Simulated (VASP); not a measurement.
# A single sheet of CrSBr: relaxation and electronic structure, part 2 of 2

Aim: model a single sheet of CrSBr by a slab and find how far its highest filled level lies below the vacuum.

VASP 6.6.1; LDA, spin-polarised from a ferromagnetic start; plane waves and PAW (Br, Cr, S).

Still holding for the runs below: The magnetic state follows from one typed start and may not be the lowest.

So far. Step 2 (Surface relaxation): The run ended after 9 ionic steps, 0.082 eV below its first step, once the forces on the free atoms met EDIFFG = -0.03. Step 3 (Potential and states of the slab): The vacuum level lies 5.81 eV above the highest filled level at the upper face; both faces agree, as the slab has next to no dipole.

## (4) Tunnelling image, filled states within 1 eV (continued)

Local density of states in the window along a and b. Constant height, 2.5 Å above the top atom.

Ten even steps from '0' (0.15 × 1e-4 e/Å³) to '9' (1.44 × 1e-4 e/Å³), each cell a mean:
```
00000000000111111111110000000000
00000000011111111111111100000000
00000001111222222222221111000000
00001111222333333333332221111000
11111222333444555554443332221111
11222233445556666666555443322221
22223344556677778777766554433222
33333445567788889888877655443333
33334455677889999999887765544333
33344556678899999999988766554433
33444556678899999999988766554443
33444556678899999999988766554443
33344456677889999999887766544433
33334455667788999998877665544333
22233344566778888888776654433322
22222334455666777776665544332222
11112223344455555555544433222111
01111112223334444444333222111111
00000111112222333332222111110000
00000000111111222221111110000000
00000000000111111111110000000000
00000000000011111111100000000000
```
Columns: along a (fractional) from 0 to 0.969; rows upwards: along b (fractional) from 0 to 0.975.

Partial charge density in the ca plane at fractional y = 0.000, with atoms of Br and Cr and S within 0.2 Å of it. It is the smooth field of the valence electrons, not physical close to the nuclei.

Values in units of 1e-1 Å⁻³, 5 rows by 16 columns, each cell a mean:
```
0.0 0.0 0.0 0.0 0.0 0.0 0.2 0.2 0.2 0.4 0.4 0.2 0.0 0.0 0.0 0.0
0.0 0.0 0.0 0.0 0.0 0.0 0.1 0.1 2.5 2.7 0.2 0.0 0.0 0.0 0.0 0.0
0.0 0.0 0.0 0.0 0.0 0.0 0.0 0.1 7.1 7.2 0.2 0.0 0.0 0.0 0.0 0.0
0.0 0.0 0.0 0.0 0.0 0.0 0.1 0.2 1.3 1.5 0.3 0.1 0.0 0.0 0.0 0.0
0.0 0.0 0.0 0.0 0.0 0.0 0.2 0.1 0.1 0.3 0.3 0.3 0.0 0.0 0.0 0.0
```
Columns run along c (16.0 Å, from fractional 0.02 to 0.80 of the cell), rows up along a (3.5 Å). Atoms in or near the plane, at fractional coordinates: Br at (0.37, 0.00), Cr at (0.45, 0.50), S at (0.53, 0.00).

Shared out to the nearest atoms, the partial charge density (by size) has 74 % on Cr; its largest share on one atom is 37 % (Cr4), and it takes 3 of the 6 atoms to pass 80 %.

Between its 5th and 95th percentile the partial density varies by a factor of 7.7, which sets the contrast of the image.

## (5) Tunnelling image, empty states within 1 eV

INCAR reads:

```
SYSTEM = CrSBr
PREC = Normal
ENCUT = 300
EDIFF = 1E-05
NELM = 120
ISMEAR = 0
SIGMA = 0.05
LREAL = .FALSE.
ALGO = Fast
GGA = CA
NBANDS = 38
ISPIN = 2
MAGMOM = 0 0 3 3 0 0
LMAXMIX = 4
LWAVE = .FALSE.
LCHARG = .FALSE.
ISTART = 1
LPARD = .TRUE.
NBMOD = -2
EINT = -2.243 -1.223
LSEPB = .FALSE.
LSEPK = .FALSE.
```

POSCAR reads:

```
CrSBr
1.0
    3.5404561400      0.0000000000      0.0000000000
    0.0000000000      4.7554718500      0.0000000000
    0.0000000000      0.0000000000     20.6079277397
Br Cr S
2 2 2
Direct
    0.5000000000      0.5000000000      0.6309741430
    0.0000000000      0.0000000000      0.3690258570
    0.0000000000      0.5000000000      0.5472152263
    0.5000000000      0.0000000000      0.4527847737
    0.0000000000      0.0000000000      0.5273183100
    0.5000000000      0.5000000000      0.4726816900
```

KPOINTS reads:

```
Automatic mesh
0
Gamma
7 5 1
0 0 0
```

Potentials, in the order of the species: Br, Cr and S (LDA family, release 64).

The run starts from files that an earlier step left in the folder.

Started as:

```bash
$ mpirun -np 2 vasp_std
```

Run time: 1.6 s. Hardware: 2 MPI ranks of Intel Xeon 6975P-C (Granite Rapids), shared host; 2 s of CPU time.

Local density of states in the window along a and b. Constant height, 2.5 Å above the top atom.

Values in units of 1e-5 e/Å³, 12 rows by 16 columns, each cell a mean:
```
1.4 1.4 1.4 1.4 1.6 1.7 1.9 2.0 2.1 2.0 1.8 1.6 1.5 1.4 1.4 1.4
1.6 1.6 1.7 1.9 2.1 2.3 2.5 2.7 2.7 2.6 2.4 2.2 2.0 1.8 1.7 1.6
2.2 2.3 2.5 2.8 3.1 3.5 3.8 4.0 4.0 3.9 3.6 3.3 2.9 2.6 2.4 2.2
3.0 3.2 3.5 4.0 4.4 4.9 5.4 5.6 5.7 5.5 5.2 4.7 4.2 3.7 3.3 3.1
3.8 4.0 4.4 4.9 5.5 6.2 6.7 7.1 7.1 6.9 6.5 5.8 5.2 4.6 4.2 3.9
4.3 4.4 4.8 5.4 6.1 6.8 7.5 7.8 7.9 7.7 7.2 6.5 5.8 5.1 4.6 4.3
4.2 4.3 4.7 5.3 6.0 6.7 7.3 7.7 7.8 7.5 7.0 6.4 5.7 5.0 4.5 4.2
3.6 3.8 4.1 4.7 5.2 5.8 6.4 6.7 6.7 6.6 6.1 5.5 4.9 4.4 3.9 3.7
2.8 2.9 3.2 3.6 4.1 4.5 4.9 5.1 5.2 5.0 4.7 4.3 3.8 3.4 3.0 2.8
2.0 2.0 2.2 2.5 2.8 3.1 3.4 3.5 3.6 3.5 3.2 2.9 2.6 2.3 2.1 2.0
1.5 1.5 1.6 1.7 1.9 2.1 2.3 2.4 2.5 2.4 2.2 2.0 1.8 1.6 1.5 1.5
1.3 1.3 1.3 1.4 1.5 1.7 1.8 2.0 2.0 1.9 1.7 1.6 1.4 1.3 1.3 1.3
```
Columns: along a (fractional) from 0 to 0.969; rows upwards: along b (fractional) from 0 to 0.975.

Partial charge density in the ca plane at fractional y = 0.000, with atoms of Br and Cr and S within 0.2 Å of it. It is the smooth field of the valence electrons, not physical close to the nuclei.

Ten steps, logarithmic in the rise over the least value, from '0' (-0.01 Å⁻³) to '9' (0.81 Å⁻³), each cell a mean:
```
11111111211211122223432111111111111111111111
11111111222211332233322111111111111111111111
11111111112224664322211111111111111111111111
11111111112357997532111111111111111111111111
11111111112368998632111111111111111111111111
11111111111236876422111111111111111111111111
11111111122212442222221111111111111111111111
11111111222211222233432111111111111111111111
11111111200111112222442111111111111111111111
```
Columns run along c (16.0 Å, from fractional 0.20 to 0.98 of the cell), rows up along a (3.5 Å). Atoms in or near the plane, at fractional coordinates: Br at (0.37, 0.00), Cr at (0.45, 0.50), S at (0.53, 0.00).

Shared out to the nearest atoms, the partial charge density (by size) has 77 % on Cr; its largest share on one atom is 39 % (Cr4), and it takes 3 of the 6 atoms to pass 80 %.

Between its 5th and 95th percentile the partial density varies by a factor of 5.3, which sets the contrast of the image.

## (6) Derived quantities

This step: slab, LDA; plane waves and PAW (VASP 6.6.1).

This step runs nothing: it gathers the runs above.

Numbers from this step:

* ionisation potential at the upper face: 5.810 eV

## (7) Summary of results

* ionisation potential of the slab: 5.81 eV

The ionisation potential is 5.81 eV at both faces. The atom that ends on top (Br) moved inwards by 0.10 Å, counted from the mean of all atoms. The largest moment is 2.88 μB. Semilocal band edges put the ionisation potential too low and the gap too small. The cell in the plane was kept as given and was not relaxed here. The slab has a gap, so the level below the vacuum is counted from the highest filled level.

[Lines on the potential files, build, host, timing and source positions are cut from VASP's logs without a mark.]

[Logs are printed without paths, hosts, clocks, repeated set-up lines and the standing remarks that a program may print on its own settings, such as how far it seeks lower states.]

[Hosts, paths, dates, database ids (printed as entryN), source tags and the programs' standing remarks are cut or masked in the printed files.]

[In band tables of VASP the shares of atoms and orbitals are scaled to a sum of 1 inside the atoms' spheres.]

[Runs that stopped without an error message from VASP are left out.]
